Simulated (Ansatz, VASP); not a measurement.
# HfO2: VASP beside Ansatz, part 3 of 3

One calculation is typed for both programs; each brings its own data sets. How far apart do they land? The cell is taken from a series of runs on this material, whose earlier steps may have relaxed, scaled, displaced or heated it; both programs get it as it stands.

VASP 6.6.1 and Ansatz 0.2.0.

So far: The starting structure; VASP: zone-centre phonons, LDA.

**3. Ansatz: zone-centre phonons, LDA**

Level of this step: Ansatz beside VASP: Kohn-Sham DFT, plane waves, LDA (Ansatz).

Ansatz runs on its PAW soft_1 files.

The same cell, functional (in two slightly different forms) and mesh now go to Ansatz, which takes its cutoff from its data sets.

Contents of input.yaml:

```yaml
crystal:
  lattice:
    - [5.1287114641, 0.0, -0.0306599838]
    - [0.0, 5.1688441998, 0.0]
    - [-0.8916808091, 0.0, 5.2415163135]
  atoms:
    - { symbol: O, position: [0.4508434556, 0.756934818, 0.4765359691] }
    - { symbol: O, position: [0.5491565444, 0.256934818, 0.0234640309] }
    - { symbol: O, position: [0.5491565444, 0.243065182, 0.5234640309] }
    - { symbol: O, position: [0.4508434556, 0.743065182, 0.9765359691] }
    - { symbol: O, position: [0.0655700004, 0.3267884545, 0.3505635096] }
    - { symbol: O, position: [0.9344299996, 0.8267884545, 0.1494364904] }
    - { symbol: O, position: [0.9344299996, 0.6732115455, 0.6494364904] }
    - { symbol: O, position: [0.0655700004, 0.1732115455, 0.8505635096] }
    - { symbol: Hf, position: [0.2760546008, 0.0440909324, 0.2084774817] }
    - { symbol: Hf, position: [0.7239453992, 0.5440909324, 0.2915225183] }
    - { symbol: Hf, position: [0.7239453992, 0.9559090676, 0.7915225183] }
    - { symbol: Hf, position: [0.2760546008, 0.4559090676, 0.7084774817] }
kpoints:
  mp_grid: { grid: [4, 4, 4] }
hamiltonian:
  xc: lda
  pseudopotentials: { kind: paw, azcp: { folder: soft_1 }, xc_functional: pbe }
scf:
  occupations: { method: fixed }
output:
  eigenvalues: true
phonons:
  method: dfpt
  dielectric: true
  rigid_motions: translations
```

Started as:

```sh
ansatz run input.yaml --threads 8 --pin off --max-ram 20480MiB --backend cpu --events-out ev --progress --plain --runs-dir out
```

Numbers of over 12 decimals in the logs are rounded to 6 here.

Log:

```text
Engine: ansatz 0.2.0, aarch64-unknown-linux-gnu
Pseudopotentials: kind: paw
Pseudopotential: O, paw, valence charge 6, recommended cutoff 420 eV (normal), soft_1/O.paw.azcp
Pseudopotential: Hf, paw, valence charge 26, recommended cutoff 420 eV (normal), soft_1/Hf.paw.azcp
Functional definition: SPW92
  exchange = slater_x
  correlation = pw_c
Crystal: 12 atoms, lattice volume = 138.809 Å³
Basis set: ecut = 420 eV, 2705 PW (Γ), exchange–correlation on 72×72×72 points (8 copies of the dense FFT grid, shifted against one another)
Bands: 92, of which v1, the nominal top of the filled ones, is band 76 counted from 1 (75 counted from 0)
Symmetry: 4 space group operations
k-points: 36 of 64 (irreducible under 1 space group operation, time reversal used)
Non-local potential: O, projectors of the file, l = 0: 2, l = 1: 2, l = 2: 1
Non-local potential: Hf, projectors of the file, l = 0: 3, l = 1: 2, l = 2: 2, l = 3: 3
PAW form: soft (Blöchl's): semilocal exchange-correlation on the pseudo side does not see the compensation charge
PAW frozen core: O, regenerated for the run's functional, and the local potential with it (the file was generated under x = pbe(κ = 0.804, μ = 0.219515), c = pbe(β = 0.066725))
PAW frozen core: Hf, regenerated for the run's functional, and the local potential with it (the file was generated under x = pbe(κ = 0.804, μ = 0.219515), c = pbe(β = 0.066725))
PAW one-centre angular grid: O, 110 points (default); XC on 64 Gauss nodes
PAW one-centre angular grid: Hf, 590 points (default); XC on 64 Gauss nodes
Initial density: superposition of atomic densities (chi_scale 0.1, normalization cell, long waves kept (reshape's long-wave potential 0.02 eV rms))
Initial wavefunctions: pseudopotential atomic-orbital guess
Functional: x = slater, c = lda
SCF iter   1: F=—  HF=-66378.547139 eV  |F-HF|=—  |Δ(HF+E_count)|=         —  Δρ=9.32e-2  dr2=1.01e1  ethr=3.10e-3  ⟨swp⟩=4.1  Hψ=9274  notcnv=0  defer=419
preconditioner: auto → Resta (q_TF=auto, 2.770 Å⁻¹)  ε∞=4.9  [insulator: Δε(μ)=2.971 eV  Ē_g=19.175 eV  n_scr=52 (ndim 8)  ℏωp=37.8 eV  f_vac=0.010  ε∞_Penn≈4.9]
SCF iter   2: F=—  HF=-66376.017282 eV  |F-HF|=—  |Δ(HF+E_count)|=    2.53e0  Δρ=4.07e-2  dr2=2.21e0  ethr=3.10e-3  ⟨swp⟩=2.1  Hψ=6641  notcnv=0  defer=442
SCF iter   3: F=—  HF=-66375.296862 eV  |F-HF|=—  |Δ(HF+E_count)|=   7.20e-1  Δρ=2.21e-2  dr2=7.09e-1  ethr=1.46e-3  ⟨swp⟩=2.0  Hψ=5042  notcnv=0  defer=499
SCF iter   4: F=—  HF=-66375.081815 eV  |F-HF|=—  |Δ(HF+E_count)|=   2.15e-1  Δρ=7.53e-3  dr2=5.76e-2  ethr=4.67e-4  ⟨swp⟩=2.6  Hψ=5812  notcnv=0  defer=497
SCF iter   5: F=—  HF=-66375.097651 eV  |F-HF|=—  |Δ(HF+E_count)|=   1.58e-2  Δρ=3.75e-3  dr2=2.00e-2  ethr=3.79e-5  ⟨swp⟩=2.0  Hψ=5364  notcnv=0  defer=501
SCF iter   6: F=—  HF=-66375.085277 eV  |F-HF|=—  |Δ(HF+E_count)|=   1.24e-2  Δρ=7.04e-4  dr2=7.53e-4  ethr=1.32e-5  ⟨swp⟩=2.0  Hψ=5772  notcnv=0  defer=504
SCF iter   7: F=—  HF=-66375.086138 eV  |F-HF|=—  |Δ(HF+E_count)|=   8.60e-4  Δρ=4.28e-4  dr2=2.45e-4  ethr=4.96e-7  ⟨swp⟩=2.0  Hψ=5778  notcnv=0  defer=497
SCF iter   8: F=—  HF=-66375.086133 eV  |F-HF|=—  |Δ(HF+E_count)|=   4.54e-6  Δρ=3.73e-4  dr2=1.48e-4  ethr=1.61e-7  ⟨swp⟩=2.0  Hψ=5672  notcnv=0  defer=374
SCF iter   9: F=—  HF=-66375.086098 eV  |F-HF|=—  |Δ(HF+E_count)|=   3.49e-5  Δρ=4.83e-5  dr2=2.86e-6  ethr=9.71e-8  ⟨swp⟩=2.0  Hψ=5098  notcnv=0  defer=374
SCF iter  10: F=—  HF=-66375.086098 eV  |F-HF|=—  |Δ(HF+E_count)|=   1.79e-7  Δρ=8.62e-6  dr2=1.06e-7  ethr=1.88e-9  ⟨swp⟩=2.0  Hψ=5908  notcnv=0  defer=374
SCF iter  11: F=—  HF=-66375.086098 eV  |F-HF|=—  |Δ(HF+E_count)|=   2.27e-8  Δρ=2.40e-6  dr2=8.32e-9  ethr=6.96e-11  ⟨swp⟩=2.1  Hψ=3634  notcnv=0  defer=374
SCF iter  12: F=—  HF=-66375.086098 eV  |F-HF|=—  |Δ(HF+E_count)|=   1.05e-9  Δρ=7.51e-7  dr2=5.29e-10  ethr=5.47e-12  ⟨swp⟩=2.7  Hψ=5664  notcnv=0  defer=374
SCF iter  13: F=-66375.086098 eV  HF=-66375.086098 eV  |F-HF|=5.82e-11  |Δ(HF+E_count)|=  1.16e-10  Δρ=1.83e-7  dr2=5.53e-11  ethr=1.00e-12  ⟨swp⟩=14.9  Hψ=23539  notcnv=0
SCF 1 converged in 13 iterations: F = -66375.086098 eV  dr2 = 5.53e-11
  greatest PAW one-centre occupation: 0.999 electrons in one spin orbital (limit 2), on the Hf atom at site 11 (counted from 0), in its partial waves of l = 3
NSCF: frozen V_eff on 2 k-points
NSCF: frozen V_eff on 30 k-points
[...]
DFPT response loops at q = (0, 0, 0) (fractional): preconditioner auto → Resta (q_TF=auto, 2.770 Å⁻¹)  ε∞=3.9 (no band partly filled); β = 1.00, the filter's whole step (`scf.mixing.beta` (0.50) is not read by the response loops at its default; to damp them type it under 1.00, their step now; it binds the ground state too); Anderson in place of MSR1; while a model of the screening serves, it and β = 1 on shorter waves in the place of filter and β
[...]
--- Phonons (Γ-DFPT): 9 representative perturbations + reference (Σ response iterations 60) ---
  k mesh reduced under 1 symmetry operation, with k and −k counted as one. Each operation leaves every solved perturbation unchanged. A smaller set is not considered because the run solves the response to a homogeneous field
  ASR residual: 5.519e-5 → 0.000e0 eV/Å²; symmetrization residual: 2.688e-6 eV/Å²
  ASR residual per site (eV/Å²): 2.47e-5 2.47e-5 2.47e-5 2.47e-5 5.52e-5 5.52e-5 5.52e-5 5.52e-5 2.16e-5 2.16e-5 2.16e-5 2.16e-5
  Γ frequencies (cm⁻¹): 0.00 0.00 0.00 114.39 122.05 125.40 126.26 148.12 160.26 174.09 217.47 234.50 234.60 244.37 255.04 305.25 305.92 320.10 323.81 325.11 360.23 364.50 378.27 394.30 480.50 486.00 487.65 495.57 526.26 544.03 574.06 599.11 626.53 635.73 702.58 742.03
  ε∞ (high-frequency dielectric tensor):
        5.039489     0.000000     0.128624
        0.000000     5.014254     0.000000
        0.128624     0.000000     4.759095
  ε⁰ (static dielectric tensor: ions relaxed, cell fixed):
       21.501686     0.000000     1.371963
        0.000000    19.448346    -0.000000
        1.371963    -0.000000    16.234857
  ε⁰ − ε∞ (ionic part):
       16.462197     0.000000     1.243339
        0.000000    14.434091    -0.000000
        1.243339    -0.000000    11.475761
  softest optical mode at Γ: 114.39 cm⁻¹; the repairs (sum rule, projections) moved no ω² at Γ by more than (1.66 cm⁻¹)²
  Born effective charges Z* (e; rows j = field, columns β = displacement):
    site 0:
        -2.39603    0.17553    0.00403
         0.23475   -2.68650    0.33026
        -0.04628    0.39189   -2.54753
    site 1:
        -2.39603   -0.17553    0.00403
        -0.23475   -2.68650   -0.33026
        -0.04628   -0.39189   -2.54753
    site 2:
        -2.39603    0.17553    0.00403
         0.23475   -2.68650    0.33026
        -0.04628    0.39189   -2.54753
    site 3:
        -2.39603   -0.17553    0.00403
        -0.23475   -2.68650   -0.33026
        -0.04628   -0.39189   -2.54753
    site 4:
        -2.94249    1.08388   -0.22078
         1.29229   -2.56164   -0.68073
        -0.18507   -0.70576   -2.28346
    site 5:
[...]
site 6:
[...]
site 7:
[...]
site 8:
[...]
site 9:
[...]
site 10:
[...]
site 11:
[...]
Z* charge neutrality: 6.393e-3 e pre-enforcement
  solved inside a basis spanned on kpoints, on 6×6×6 k-points, taken by the longest dipole's decay: ε∞ is read to err by 1.4e-2, Z* by 1.4e-1 e (field_mesh: kpoints solves on kpoints); Z* is corrected for what the basis lacks
  optical modes at Γ without the LO–TO term, one row a degenerate level:
      ω (cm⁻¹)  modes    IR ((D/Å)²/amu)
[...]
optical modes at Γ + LO–TO along q̂ = [1.0000, 0.0000, 0.0000]:
      ω (cm⁻¹)  modes    IR ((D/Å)²/amu)
[...]
optical modes at Γ + LO–TO along q̂ = [0.0000, 1.0000, 0.0000]:
      ω (cm⁻¹)  modes    IR ((D/Å)²/amu)
[...]
optical modes at Γ + LO–TO along q̂ = [0.0000, 0.0000, 1.0000]:
      ω (cm⁻¹)  modes    IR ((D/Å)²/amu)
[...]
544.03      1             0.0000
        574.06      1            11.4419
        599.11      1             0.0000
        626.24      1            78.3106
        626.53      1             0.0005
        635.73      1             0.0000
        704.50      1            15.6108
        742.03      1             0.0000
```

In the SCF lines HF is the Harris–Foulkes energy and dr2 the Hartree energy of the density residual, in eV; the loop may stop once dr2 is under the threshold and the program's other checks hold. Hψ counts applications of the Hamiltonian.

**4. Comparison**

Known differences besides the potentials themselves: the two LDA forms differ slightly; fixed occupations in Ansatz, narrow Gaussian smearing in VASP; the data sets hold 152 valence electrons in Ansatz (on its PAW soft_1 files) and 88 in VASP; the cutoff is 420 eV in Ansatz and 600 eV in VASP; VASP's log shows a relativistic correction to its local exchange, Ansatz's none. Total energies have different zeros and are not compared.

The two programs side by side:

| quantity | Ansatz | VASP | difference |
| --- | --- | --- | --- |
| ε∞ xx | 5.04 | 4.99 | +0.98 % |
| ε∞ yy | 5.01 | 4.96 | +1.00 % |
| ε∞ zz | 4.76 | 4.72 | +0.93 % |
| Born charge of O1 (mean of the diagonal) (e) | -2.54 | -2.53 | -0.01 |
| Born charge of Hf9 (mean of the diagonal) (e) | 5.14 | 5.11 | +0.03 |
| optical mode 1 (cm⁻¹) | 114.4 | 117.3 | -2.49 % |
| optical mode 2 (cm⁻¹) | 122.0 | 122.5 | -0.34 % |
| optical mode 3 (cm⁻¹) | 125.4 | 125.2 | +0.20 % |
| optical mode 4 (cm⁻¹) | 126.3 | 127.1 | -0.65 % |
| optical mode 5 (cm⁻¹) | 148.1 | 154.2 | -3.92 % |
| optical mode 6 (cm⁻¹) | 160.3 | 160.1 | +0.12 % |
| optical mode 7 (cm⁻¹) | 174.1 | 173.1 | +0.58 % |
| optical mode 8 (cm⁻¹) | 217.5 | 218.6 | -0.53 % |
| optical mode 9 (cm⁻¹) | 234.5 | 233.6 | +0.37 % |
| optical mode 10 (cm⁻¹) | 234.6 | 235.2 | -0.25 % |
| optical mode 11 (cm⁻¹) | 244.4 | 243.8 | +0.25 % |
| optical mode 12 (cm⁻¹) | 255.0 | 260.6 | -2.15 % |
| optical mode 13 (cm⁻¹) | 305.2 | 300.7 | +1.50 % |
| optical mode 14 (cm⁻¹) | 305.9 | 304.2 | +0.57 % |
| optical mode 15 (cm⁻¹) | 320.1 | 318.0 | +0.66 % |
| optical mode 16 (cm⁻¹) | 323.8 | 324.6 | -0.24 % |
| optical mode 17 (cm⁻¹) | 325.1 | 328.3 | -0.97 % |
| optical mode 18 (cm⁻¹) | 360.2 | 355.4 | +1.36 % |
| optical mode 19 (cm⁻¹) | 364.5 | 362.5 | +0.54 % |
| optical mode 20 (cm⁻¹) | 378.3 | 377.9 | +0.09 % |
| optical mode 21 (cm⁻¹) | 394.3 | 392.6 | +0.42 % |

Modes are paired by rising frequency, not by their patterns, so a pair may set unlike modes beside each other; they are those without the splitting of longitudinal modes.

**5. What came out**

* r.m.s. difference of the optical zone-centre modes, each program's sorted by frequency (zone-centre phonons, LDA): 2.3 cm⁻¹
* difference in optical mode 5 (zone-centre phonons, LDA): -3.9 %

In words: The r.m.s. difference of the optical zone-centre modes, each program's sorted by frequency is 2.3 cm⁻¹ (zone-centre phonons, LDA). The data sets hold unlike numbers of valence electrons (152 in Ansatz and 88 in VASP), so part of the differences comes from the potentials. Among the rows given in per cent, the largest difference of the zone-centre phonons, LDA pair is in optical mode 5, -3.9 %. Such differences can come from data sets, numerical settings and the points named under the comparisons, not from the functional's error against experiment.

[Lines on the potential files, build, host, timing and source positions are cut from VASP's logs without a mark.]

[Logs are printed without paths, hosts, clocks, repeated set-up lines and the standing remarks that a program may print on its own settings, such as how far it seeks lower states.]

[Hosts, paths, dates, database ids (printed as entryN), source tags and the programs' standing remarks are cut or masked in the printed files.]
